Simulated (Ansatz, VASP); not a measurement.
# Cross-check of ZnS between VASP and Ansatz

One calculation is typed for both programs; each brings its own data sets. How far apart do they land? The cell is taken from a series of runs on this material, whose earlier steps may have relaxed, scaled, displaced or heated it; both programs get it as it stands.

Main program and level: Ansatz 0.2.0; plane waves, with VASP 6.6.1 beside it; zone-centre phonons at LDA.

## (1) The starting structure

The structure is cubic, space group F-43m (No. 216). Conventional cell: a = 5.225 Å, b = 5.225 Å, c = 5.225 Å, α = 90.00°, β = 90.00°, γ = 90.00°. Nearest to S lie 4 Zn at 2.26 Å. Nearest to Zn lie 4 S at 2.26 Å. Farther neighbours and most contacts between anions are not listed.

## (2) Ansatz: zone-centre phonons, LDA, pair 1

Ansatz runs on its PAW soft_1 files.

Second derivatives magnify differences that forces hide, and they need a tight electronic threshold.

input.yaml

```yaml
crystal:
  lattice:
    - [0.0, 2.6125647482, 2.6125647482]
    - [2.6125647482, 0.0, 2.6125647482]
    - [2.6125647482, 2.6125647482, 0.0]
  atoms:
    - { symbol: S, position: [0.0, 0.0, 0.0] }
    - { symbol: Zn, position: [0.75, 0.75, 0.75] }
kpoints:
  mp_grid: { grid: [12, 12, 12] }
hamiltonian:
  xc: lda
  pseudopotentials: { kind: paw, azcp: { folder: soft_1 }, xc_functional: pbe }
scf:
  occupations: { method: fixed }
output:
  eigenvalues: true
phonons:
  method: dfpt
  dielectric: true
  rigid_motions: translations
```

Run with:

```bash
$ ansatz run input.yaml --threads 4 --pin off --max-ram 10240MiB --backend cpu --events-out ev --progress --plain --runs-dir out
```

Numbers of over 12 decimals in the logs are rounded to 6 here.

The program printed:

```text
Engine: ansatz 0.2.0, x86_64-unknown-linux-gnu
Pseudopotentials: kind: paw
Pseudopotential: S, paw, valence charge 6, recommended cutoff 420 eV (normal), soft_1/S.paw.azcp
Pseudopotential: Zn, paw, valence charge 12, recommended cutoff 420 eV (normal), soft_1/Zn.paw.azcp
Functional definition: SPW92
  exchange = slater_x
  correlation = pw_c
Crystal: 2 atoms, lattice volume = 35.664 Å³
Basis set: ecut = 420 eV, 725 PW (Γ), exchange–correlation on 50×50×50 points (8 copies of the dense FFT grid, shifted against one another)
Bands: 13, of which v1, the nominal top of the filled ones, is band 9 counted from 1 (8 counted from 0)
Symmetry: 24 space group operations
k-points: 280 of 1728 (irreducible under 4 space group operations, time reversal used)
Non-local potential: S, projectors of the file, l = 0: 2, l = 1: 2, l = 2: 1
Non-local potential: Zn, projectors of the file, l = 0: 2, l = 1: 2, l = 2: 3, l = 3: 1
PAW form: soft (Blöchl's): semilocal exchange-correlation on the pseudo side does not see the compensation charge
PAW frozen core: S, regenerated for the run's functional, and the local potential with it (the file was generated under x = pbe(κ = 0.804, μ = 0.219515), c = pbe(β = 0.066725))
PAW frozen core: Zn, regenerated for the run's functional, and the local potential with it (the file was generated under x = pbe(κ = 0.804, μ = 0.219515), c = pbe(β = 0.066725))
PAW one-centre angular grid: S, 110 points (default); XC on 64 Gauss nodes
PAW one-centre angular grid: Zn, 590 points (default); XC on 64 Gauss nodes
Initial density: superposition of atomic densities (chi_scale 0.1, normalization cell, long waves kept (reshape's long-wave potential 0.00 eV rms))
Initial wavefunctions: pseudopotential atomic-orbital guess
Functional: x = slater, c = lda
SCF iter   1: F=—  HF=-4117.531713 eV  |F-HF|=—  |Δ(HF+E_count)|=         —  Δρ=3.84e-2  dr2=3.43e-1  ethr=3.10e-3  ⟨swp⟩=5.1  Hψ=21865  notcnv=0  defer=529
preconditioner: auto → none  [insulator: Δε(μ)=2.576 eV  Ē_g=12.984 eV  n_scr=14 (ndim 8)  ℏωp=26.4 eV  f_vac=0.000  ε∞_Penn≈5.1]
SCF iter   2: F=—  HF=-4117.440302 eV  |F-HF|=—  |Δ(HF+E_count)|=   9.14e-2  Δρ=1.49e-2  dr2=4.01e-2  ethr=1.90e-3  ⟨swp⟩=2.9  Hψ=8655  notcnv=0  defer=536
SCF iter   3: F=—  HF=-4117.430687 eV  |F-HF|=—  |Δ(HF+E_count)|=   9.62e-3  Δρ=1.00e-2  dr2=1.75e-2  ethr=2.23e-4  ⟨swp⟩=2.0  Hψ=6450  notcnv=0  defer=550
SCF iter   4: F=—  HF=-4117.425640 eV  |F-HF|=—  |Δ(HF+E_count)|=   5.05e-3  Δρ=2.52e-3  dr2=1.42e-3  ethr=9.72e-5  ⟨swp⟩=2.0  Hψ=8689  notcnv=0  defer=550
SCF iter   5: F=—  HF=-4117.425426 eV  |F-HF|=—  |Δ(HF+E_count)|=   2.14e-4  Δρ=6.34e-4  dr2=8.18e-5  ethr=7.89e-6  ⟨swp⟩=2.0  Hψ=6320  notcnv=0  defer=550
SCF iter   6: F=—  HF=-4117.425436 eV  |F-HF|=—  |Δ(HF+E_count)|=   9.47e-6  Δρ=1.59e-4  dr2=4.04e-6  ethr=4.54e-7  ⟨swp⟩=2.3  Hψ=6081  notcnv=0  defer=6
SCF iter   7: F=—  HF=-4117.425434 eV  |F-HF|=—  |Δ(HF+E_count)|=   1.38e-6  Δρ=2.54e-5  dr2=1.02e-7  ethr=2.25e-8  ⟨swp⟩=2.0  Hψ=5561  notcnv=0
SCF iter   8: F=—  HF=-4117.425434 eV  |F-HF|=—  |Δ(HF+E_count)|=   1.47e-7  Δρ=2.85e-6  dr2=1.37e-9  ethr=5.65e-10  ⟨swp⟩=2.1  Hψ=5991  notcnv=0
SCF iter   9: F=-4117.425434 eV  HF=-4117.425434 eV  |F-HF|=1.20e-10  |Δ(HF+E_count)|=   1.31e-9  Δρ=5.48e-7  dr2=5.01e-11  ethr=1.00e-12  ⟨swp⟩=8.7  Hψ=25788  notcnv=0
SCF 1 converged in 9 iterations: F = -4117.425434 eV  dr2 = 5.01e-11
  greatest PAW one-centre occupation: 0.983 electrons in one spin orbital (limit 2), on the Zn atom at site 1 (counted from 0), in its partial waves of l = 2
NSCF: frozen V_eff on 1 k-points
DFPT response loops at Γ: preconditioner auto → none (the input reference at scf.mixing.eps_inf says where Resta's filter doesn't serve); β = 0.50; Broyden in place of MSR1
── the response to a field inside a basis, on 12×12×12 k-points: an SCF that follows is theirs, and a resumed run solves both again ──
Bands: 10, of which v1, the nominal top of the filled ones, is band 9 counted from 1 (8 counted from 0)
k-points: 182 of 1728 (irreducible under 6 space group operations, time reversal used)
Initial density: handed on by an earlier stage of this run
Initial wavefunctions: pseudopotential atomic-orbital guess (no wavefunctions were taken with the density)
Eigensolver: Dense (182 Hₖ)
SCF iter   1: F=—  HF=-4117.425802 eV  |F-HF|=—  |Δ(HF+E_count)|=         —  Δρ=2.63e-4  dr2=5.21e-6  ethr=1.00e-1
preconditioner: auto → none  [insulator: Δε(μ)=2.476 eV  Ē_g=10.299 eV  n_scr=14 (ndim 8)  ℏωp=26.4 eV  f_vac=0.008  ε∞_Penn≈7.6]
SCF iter   2: F=—  HF=-4117.425802 eV  |F-HF|=—  |Δ(HF+E_count)|=   1.95e-7  Δρ=2.19e-4  dr2=6.34e-6  ethr=2.90e-8
SCF iter   3: F=—  HF=-4117.425806 eV  |F-HF|=—  |Δ(HF+E_count)|=   4.01e-6  Δρ=2.04e-4  dr2=8.57e-6  ethr=2.90e-8
SCF iter   4: F=-4117.425802 eV  HF=-4117.425802 eV  |F-HF|=8.51e-10  |Δ(HF+E_count)|=   3.98e-6  Δρ=7.23e-6  dr2=6.20e-9  ethr=2.90e-8
SCF 1 converged in 4 iterations: F = -4117.425802 eV  dr2 = 6.20e-9
  greatest PAW one-centre occupation: 0.982 electrons in one spin orbital (limit 2), on the Zn atom at site 1 (counted from 0), in its partial waves of l = 2
DFPT response loops at Γ: mixed as the last ones told, above
SCF converged after 9 iterations
Free energy (F): -4117.425434 eV
Harris-Foulkes:  -4117.425434 eV  (|F-HF|=1.20e-10)
Internal energy: -4117.425434 eV  (E = F + TS)
E sigma→0 (E₀):  -4117.425434 eV
Fermi energy:    6.878515 eV
--- Per-component energies (eV) ---
  E_band       = 15.944663
  E_kinetic    = 257.354777
  E_local      = -2206.356405  (includes V_loc(G=0)·N_el)
  E_nonlocal   = 857.293925
  E_hartree    = 838.226752
  E_xc         = -167.504182
  E_vxc        = -136.564066  (∫ρ·V_xc dr)
  E_paw        = -2401.864482  (= ΣΔE_a)
  E_vpaw       = -432.236431  (= ΣTr[D̂ρ^β])
  E_aug_tail   = -0.000258  (compensation charges beyond the density's cutoff)
  E_ewald      = -1296.285902
  E_core_change = 1.710341  (= ΣΔE_core)
  E_smearing   = -0.000000  (= −TS)
  E_closure    = 0.000000  (closes the sum)
  Σ components = -4117.425434   (vs F -4117.425434, Δ=0.00e0)
--- Band table (eV; the first three rows and the last of 280) ---
  k-point 0: bands = [... 5 lower, 0.5404, 6.8785, 6.8785, 6.8785, 9.1832, 13.0032, 13.0032, 13.0032]
  k-point 1: bands = [... 5 lower, 0.5390, 6.2313, 6.7942, 6.7942, 9.6645, 12.9556, 13.1432, 13.1432]
  k-point 2: bands = [... 5 lower, 0.5374, 5.0124, 6.5790, 6.5790, 10.2675, 13.1224, 13.4600, 13.4600]
  k-point 279: bands = [... 5 lower, 1.0644, 1.6911, 3.5449, 3.6965, 12.3674, 13.1998, 14.7397, 14.8120]
--- Phonons (Γ-DFPT): 2 representative perturbations + reference, on 280 of 1728 k-points (Σ response iterations 6) ---
  k mesh reduced under 4 symmetry operations, with k and −k counted as one. Each operation leaves every solved perturbation unchanged. A smaller set is not considered because the run solves the response to a homogeneous field
  ASR residual: 4.623e-4 → 0.000e0 eV/Å²; symmetrization residual: 2.682e-6 eV/Å²
  ASR residual per site (eV/Å²): 3.32e-5 4.62e-4
  Γ frequencies (cm⁻¹): 0.00 0.00 0.00 311.63 311.63 311.63
  ε∞ (high-frequency dielectric tensor):
        6.170392    -0.000000     0.000000
       -0.000000     6.170392     0.000000
        0.000000     0.000000     6.170392
  ε⁰ (static dielectric tensor: ions relaxed, cell fixed):
        8.406157    -0.000000     0.000000
       -0.000000     8.406157    -0.000000
        0.000000    -0.000000     8.406157
  ε⁰ − ε∞ (ionic part):
        2.235764    -0.000000     0.000000
       -0.000000     2.235764    -0.000000
        0.000000    -0.000000     2.235764
  softest optical mode at Γ: 311.63 cm⁻¹; the repairs (sum rule, projections) moved no ω² at Γ by more than (1.44 cm⁻¹)²
  Born effective charges Z* (e; rows j = field, columns β = displacement):
    site 0:
        -1.83989   -0.00000   -0.00000
         0.00000   -1.83989   -0.00000
        -0.00000   -0.00000   -1.83989
    site 1:
         1.83989    0.00000    0.00000
        -0.00000    1.83989    0.00000
         0.00000    0.00000    1.83989
  Z* charge neutrality: 1.593e-4 e pre-enforcement
  solved inside a basis spanned on kpoints, on 12×12×12 k-points, its susceptibility summed on 16×16×16: ε∞ is read to err by 1.6e-2, Z* by 1.3e-2 e (field_mesh: kpoints solves on kpoints); Z* is corrected for what the basis lacks
  optical modes at Γ without the LO–TO term, one row a degenerate level:
      ω (cm⁻¹)  modes    IR ((D/Å)²/amu)
        311.63      3            10.8918
  optical modes at Γ + LO–TO along q̂ = [1.0000, 0.0000, 0.0000]:
      ω (cm⁻¹)  modes    IR ((D/Å)²/amu)
        311.63      2             7.2612
        363.73      1             3.6306
  optical modes at Γ + LO–TO along q̂ = [0.0000, 1.0000, 0.0000]:
      ω (cm⁻¹)  modes    IR ((D/Å)²/amu)
        311.63      2             7.2612
        363.73      1             3.6306
  optical modes at Γ + LO–TO along q̂ = [0.0000, 0.0000, 1.0000]:
      ω (cm⁻¹)  modes    IR ((D/Å)²/amu)
        311.63      2             7.2612
        363.73      1             3.6306
```

In the SCF lines HF is the Harris–Foulkes energy and dr2 the Hartree energy of the density residual, in eV; the loop may stop once dr2 is under the threshold and the program's other checks hold. Hψ counts applications of the Hamiltonian.

[end of part 1 of 3]

[Lines on the potential files, build, host, timing and source positions are cut from VASP's logs without a mark.]

[Logs are printed without paths, hosts, clocks, repeated set-up lines and the standing remarks that a program may print on its own settings, such as how far it seeks lower states.]

[Hosts, paths, dates, database ids (printed as entryN), source tags and the programs' standing remarks are cut or masked in the printed files.]
